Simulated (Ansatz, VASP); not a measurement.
# Cross-check of HfCdO3 between VASP and Ansatz, part 3 of 3

One calculation is typed for both programs; each brings its own data sets. How far apart do they land? The cell is generated by rule, not measured, and may not be a known phase. The cell is taken from a series of runs on this material, whose earlier steps may have relaxed, scaled, displaced or heated it; both programs get it as it stands.

VASP 6.6.1 and Ansatz 0.2.0.

So far: VASP: relaxation of cell and atoms, PBEsol, pair 1; Ansatz: relaxation of cell and atoms, PBEsol, pair 1; Differences; Ansatz: relaxation of cell and atoms, PBEsol, pair 2; VASP: relaxation of cell and atoms, PBEsol, pair 2; Comparison.

## (8) VASP: relaxation of cell and atoms, PBEsol, pair 3

Level of this step: PBEsol; plane waves and PAW (Cd, Hf_pv, O); invented cell (VASP).

The relaxed volume is the usual yardstick between codes: in a stiff, nearly cubic crystal its relative difference is about their pressure difference at one cell divided by the bulk modulus.

Contents of INCAR:

```
SYSTEM = HfCdO3
PREC = Accurate
ENCUT = 600
EDIFF = 1E-07
NELM = 120
ISMEAR = 0
SIGMA = 0.01
LREAL = .FALSE.
ALGO = Normal
GGA = PS
NBANDS = 50
LASPH = .TRUE.
LORBIT = 11
LWAVE = .FALSE.
LCHARG = .FALSE.
ISIF = 3
IBRION = 2
NSW = 80
EDIFFG = -0.005
GGA_COMPAT = .FALSE.
NELMIN = 4
EFERMI = MIDGAP
KPAR = 2
```

Contents of POSCAR:

```
HfCdO3
1.0
    3.9705750000      0.0000000000      0.0000000000
    0.0000000000      3.9919160000      4.0111020000
    0.0000000000     -3.9919160000      4.0111020000
Cd Hf O
2 2 6
Direct
    0.0000000000      0.9794744686      0.9794744686
    0.0000000000      0.5266703514      0.5266703514
    0.4999998741      0.4941859490      0.0034376467
    0.4999998741      0.0034376467      0.4941859490
    0.4999998741      0.6613243812      0.3193512535
    0.4999998741      0.3193512535      0.6613243812
    0.4999998741      0.8300033258      0.8300033258
    0.4999998741      0.1664178572      0.1664178572
    0.0000000000      0.5053970572      0.9436700570
    0.0000000000      0.9436700570      0.5053970572
```

Contents of KPOINTS:

```
Automatic mesh
0
Gamma
6 4 4
0 0 0
```

The projector-augmented-wave data sets are Cd, Hf_pv and O (PBE family, release 64).

Started as:

```sh
mpirun -np 2 vasp_std
```

Numbers of over 12 decimals in the logs are rounded to 6 here.

Log:

```text
[... set-up lines as in an earlier step ...]
 entering main loop
       N       E                     dE             d eps       ncg     rms          rms(c)
DAV:   1     0.683625047425E+03    0.68363E+03   -0.47923E+04  2800   0.180E+03
DAV:   2    -0.365916706929E+02   -0.72022E+03   -0.67587E+03  3096   0.454E+02
DAV:   3    -0.926799619351E+02   -0.56088E+02   -0.55459E+02  3288   0.124E+02
DAV:   4    -0.936227158621E+02   -0.94275E+00   -0.94039E+00  3206   0.172E+01
[...]
DAV:  14    -0.794711018899E+02    0.27098E-06   -0.92017E-06  3294   0.162E-02    0.124E-02
DAV:  15    -0.794711022719E+02   -0.38198E-06   -0.12849E-06  3088   0.708E-03    0.254E-03
DAV:  16    -0.794711023669E+02   -0.94971E-07   -0.32590E-07  2570   0.373E-03
   1 F= -.79471102E+02 E0= -.79471102E+02  d E =-.794711E+02
[... from here on, the cycles between the ionic steps are left out ...]
   2 F= -.79471940E+02 E0= -.79471940E+02  d E =-.837374E-03
  28 F= -.79484564E+02 E0= -.79484564E+02  d E =-.646894E-04
  29 F= -.79484604E+02 E0= -.79484604E+02  d E =-.404608E-04
  30 F= -.79484671E+02 E0= -.79484671E+02  d E =-.106947E-03
  31 F= -.79484679E+02 E0= -.79484679E+02  d E =-.115500E-03
  32 F= -.79484737E+02 E0= -.79484737E+02  d E =-.574726E-04
  33 F= -.79484753E+02 E0= -.79484753E+02  d E =-.737102E-04
  34 F= -.79484759E+02 E0= -.79484759E+02  d E =-.793241E-04
  35 F= -.79484761E+02 E0= -.79484761E+02  d E =-.813190E-04
  36 F= -.79484782E+02 E0= -.79484782E+02  d E =-.212273E-04
  37 F= -.79484783E+02 E0= -.79484783E+02  d E =-.227704E-04
  38 F= -.79484790E+02 E0= -.79484790E+02  d E =-.699520E-05
 trial-energy change:   -0.000007  1 .order   -0.000007   -0.000009   -0.000004
 step:   1.3784(harm=  1.3784)  dis= 0.00084  next Energy=   -79.484792 (dE=-0.872E-05)
 reached required accuracy - stopping structural energy minimisation
```

From OUTCAR (step 8):

```text
  Total        0.0060438     -0.0004823     -0.0040119      0.0000000      0.0000000      0.0000000
  in kB        0.0768244     -0.0061309     -0.0509962      0.0000000      0.0000000      0.0000000
  external PRESSURE =       0.0065657 kB  Pullay stress =       0.0000000 kB

 POSITION                                       TOTAL-FORCE (eV/Angst)
 -----------------------------------------------------------------------------------
      0.00000      0.00000      7.90918         0.000000      0.000000     -0.001681
      0.00000      0.00000      4.18040         0.000000      0.000000      0.002821
      1.98769      1.96330      1.98370         0.000000     -0.000710      0.003189
      1.98769     -1.96330      1.98370         0.000000      0.000710      0.003189
      1.98769      1.36285      3.91534         0.000000      0.000070      0.001402
      1.98769     -1.36285      3.91534         0.000000     -0.000070      0.001402
      1.98769      0.00000      6.62286         0.000000      0.000000     -0.004269
      1.98769      0.00000      1.33897         0.000000      0.000000     -0.003001
      0.00000     -1.79625      5.76053         0.000000     -0.003460     -0.001525
      0.00000      1.79625      5.76053         0.000000      0.003460     -0.001525
 -----------------------------------------------------------------------------------
    total drift:                                0.002651     -0.000001     -0.000714

  FREE ENERGIE OF THE ION-ELECTRON SYSTEM (eV)
  ---------------------------------------------------
  free  energy   TOTEN  =       -79.4847902689 eV

  energy  without entropy=      -79.4847902689  energy(sigma->0) =      -79.48479027

[... 1 part as in an earlier step ...]

[... 3 further parts left out ...]
[key lines of the parts left out:]
E-fermi :   2.6850
```

The run keeps the 4 symmetry operations of its start, so it cannot find a distortion of lower symmetry.

## (9) Ansatz: relaxation of cell and atoms, PBEsol, pair 3

The same cell, functional and mesh now go to Ansatz, which takes its cutoff from its data sets.

The cell is taken from a series of runs on this material, whose earlier steps may have relaxed, scaled, displaced or heated it; both programs get it as it stands.

Contents of input.yaml:

```yaml
crystal:
  lattice:
    - [3.9705746667, 0.0, 0.0]
    - [0.0, 3.9919156533, 4.0111018194]
    - [0.0, -3.9919156533, 4.0111018194]
  atoms:
    - { symbol: Cd, position: [0.0, 0.9794745251, 0.9794745251] }
    - { symbol: Cd, position: [0.0, 0.5266703333, 0.5266703333] }
    - { symbol: Hf, position: [0.5, 0.4941859694, 0.0034375534] }
    - { symbol: Hf, position: [0.5, 0.0034375534, 0.4941859694] }
    - { symbol: O, position: [0.5, 0.6613243315, 0.3193512787] }
    - { symbol: O, position: [0.5, 0.3193512787, 0.6613243315] }
    - { symbol: O, position: [0.5, 0.83000342, 0.83000342] }
    - { symbol: O, position: [0.5, 0.1664178852, 0.1664178852] }
    - { symbol: O, position: [0.0, 0.5053969793, 0.9436701381] }
    - { symbol: O, position: [0.0, 0.9436701381, 0.5053969793] }
kpoints:
  mp_grid: { grid: [6, 4, 4] }
hamiltonian:
  xc: pbesol
  pseudopotentials: { kind: paw, azcp: { folder: soft_1 }, xc_functional: pbe }
scf:
  occupations: { method: fixed }
output:
  forces: true
  stress: true
  eigenvalues: true
relax:
  adjacent_minimum: "off"
  f_tol: 0.001
  max_steps: 60
  cell: { stress_tol: 0.01 }
```

Started as:

```sh
ansatz run input.yaml --threads 4 --pin off --max-ram 16384MiB --backend cpu --events-out ev --progress --plain --runs-dir out
```

Log:

```text
[...]
Crystal: 10 atoms, lattice volume = 127.154 Å³
Basis set: ecut = 420 eV, 2481 PW (Γ), exchange–correlation on 54×80×80 points (8 copies of the dense FFT grid, shifted against one another)
Bands: 77, of which v1, the nominal top of the filled ones, is band 64 counted from 1 (63 counted from 0)
Symmetry: 4 space group operations
[...]
k-points: 28 of 96 (time reversal used)
[...]
- { symbol: Hf, position: [0.5, 0.494185, 0.0034431] }
    - { symbol: Hf, position: [0.5, 0.0034431, 0.494185] }
    - { symbol: O, position: [0.5, 0.661328, 0.319348] }
    - { symbol: O, position: [0.5, 0.319348, 0.661328] }
    - { symbol: O, position: [0.5, 0.830008, 0.830008] }
    - { symbol: O, position: [0.5, 0.166419, 0.166419] }
    - { symbol: O, position: [0.0, 0.505399, 0.943667] }
    - { symbol: O, position: [0.0, 0.943667, 0.505399] }
[key lines of the parts left out:]
SCF converged after 7 iterations
Free energy (F): -50939.929002 eV
Fermi energy:    11.750696 eV
P = ⅓ Tr σ = 0.0002 GPa (0.002 kbar)
```

## (10) Comparison

What differs besides the data sets and the points named for the pairs above, as far as they apply: the data sets hold 128 valence electrons in Ansatz (on its PAW soft_1 files) and 80 in VASP. Total energies have different zeros and are not compared.

Compared:

| quantity | Ansatz | VASP | difference |
| --- | --- | --- | --- |
| volume (Å³) | 127.15 | 126.04 | +0.88 % |
| edge a after relaxation, in the typed setting (Å) | 3.970 | 3.975 | -0.13 % |
| edge b after relaxation, in the typed setting (Å) | 5.659 | 5.631 | +0.50 % |

## (11) Results

```json
{"difference in volume (relaxation of cell and atoms, PBEsol, pair 1)": "0.95 %", "difference in volume (relaxation of cell and atoms, PBEsol, pair 2)": "0.73 %", "difference in volume (relaxation of cell and atoms, PBEsol, pair 3)": "0.88 %"}
```

In words: The difference in volume is 0.95 % (relaxation of cell and atoms, PBEsol, pair 1), within the 1.2 % picked in this series as the mark of a large difference, as far as the stopping tolerances let one tell. The data sets hold unlike numbers of valence electrons (64 in Ansatz and 40 in VASP and 128 in Ansatz and 80 in VASP), so part of the differences comes from the potentials. 1 further run of this series is not shown here. How closely two codes agree says nothing of how well the functional describes the real material.

[Lines on the potential files, build, host, timing and source positions are cut from VASP's logs without a mark.]

[Logs are printed without paths, hosts, clocks, repeated set-up lines and the standing remarks that a program may print on its own settings, such as how far it seeks lower states.]

[Hosts, paths, dates, database ids (printed as entryN), source tags and the programs' standing remarks are cut or masked in the printed files.]
